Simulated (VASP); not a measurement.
Given:

```xyz
2
Lattice="3.4398 0.0000 0.0000 0.0000 3.4398 0.0000 0.0000 0.0000 3.4398" Properties=species:S:1:pos:R:3 pbc="T T T"
Ca     0.0000     0.0000     0.0000
Se     1.7199     1.7199     1.7199
```

Level of theory: PBE GGA, VASP's PBE PAW potentials (set 64) (plane waves; VASP). Run with 300 eV cut-off, 7×7×7 Γ-centred mesh, Gaussian smearing of 0.20 eV, potentials Ca_sv Se.

At this cut-off the stress carries a Pulay error, which pulls relaxed volumes low.

Predict the energy per atom (σ→0), pressure.

```json
{
  "energy per atom (σ→0)": "-4.258 eV/atom",
  "pressure": "13.21 GPa"
}
```

Total energies compare only between runs with the same potentials, cut-off and functional.

The structure was generated: CaSe was put into an ordered model structure, which need not be its known phase. The cell was not relaxed at this level.
